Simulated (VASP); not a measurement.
Input:

```
CELL_PARAMETERS angstrom
      0.00000     3.06061     3.06061
      3.06061     0.00000     3.06061
      3.06061     3.06061     0.00000
ATOMIC_POSITIONS crystal
  Sr 0.00000 0.00000 0.00000
```

Level of theory: vdW-DF2, VASP's PBE PAW potentials (set 64) (plane waves; VASP). Run with 520 eV cut-off, 8×8×8 Γ-centred mesh, Gaussian smearing of 0.050 eV, potentials Sr_sv.

### Question
Estimate the energy per atom (σ→0), band gap (on the k-mesh) with the smallest direct gap where there is one.

### Answer

- band gap (on the k-mesh) = none (metal, semimetal or under 0.01 eV)
- energy per atom (σ→0) = 842 meV/atom

The compound is Sr in the fcc structure. This cell is one point of a volume scan, at 1.06 of the reference volume.
